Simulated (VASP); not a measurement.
Method: r2SCAN meta-GGA, VASP's PBE PAW potentials (set 64) (plane waves; VASP).

A VASP calculation is set up with these files.

POSCAR:
```
WO
1
    0.0000000000     2.3392578682     2.3392578682
    2.3392578682     0.0000000000     2.3392578682
    2.3392578682     2.3392578682     0.0000000000
W O
1 1
Direct
  0.0000000000   0.0000000000   0.0000000000
  0.2500000000   0.2500000000   0.2500000000
```

KPOINTS:
```
Automatic mesh
0
Gamma
12 12 12
0 0 0
```

INCAR:
```
ALGO=Normal
EDIFF=1E-6
EDIFFG=-0.01
ENCUT=520
IBRION=2
ISIF=3
ISMEAR=1
LASPH=T
LCHARG=F
LMAXMIX=6
LMIXTAU=T
LREAL=F
LWAVE=F
METAGGA=R2SCAN
NELM=100
NSW=60
PREC=Accurate
SIGMA=0.1
SYSTEM=WO
```

POTCAR, in this order: W_sv O (PBE.64 set). Program: vasp_std.

Unless said otherwise, spin-orbit coupling is left out, though it shifts the bands of the heavy elements here.

What does the run give for the energy per atom (σ→0), volume per atom, band gap (on the k-mesh)?

```
Item                                                        Result
------------------------  ----------------------------------------
energy per atom (σ→0)                              -28.786 eV/atom
band gap (on the k-mesh)  none (metal, semimetal or under 0.01 eV)
volume per atom                                      12.82 Å³/atom
```

### OSZICAR
```
...
DAV:   1    -0.575732385557E+02   -0.14068E-02   -0.32173E-02  2034   0.237E+00    0.386E-01
DAV:   2    -0.575720710207E+02    0.11675E-02   -0.27310E-03  2028   0.536E-01    0.103E-01
DAV:   3    -0.575719628334E+02    0.10819E-03   -0.59871E-04  2034   0.259E-01    0.317E-02
DAV:   4    -0.575719306720E+02    0.32161E-04   -0.12434E-04  2244   0.110E-01    0.211E-02
DAV:   5    -0.575719648456E+02   -0.34174E-04   -0.11030E-05  2076   0.343E-02    0.128E-02
DAV:   6    -0.575719832442E+02   -0.18399E-04   -0.19030E-05  2310   0.426E-02    0.353E-03
DAV:   7    -0.575719835649E+02   -0.32068E-06   -0.89677E-07  1128   0.951E-03
   3 F= -.57571984E+02 E0= -.57571820E+02  d E =-.422819E-04
```

The structure was generated: WO was put into the zinc blende type (F-43m), which need not be its known phase. This run relaxes it. Symmetry was kept, so distortions that lower it aren't found. The start is the result of an earlier pass.
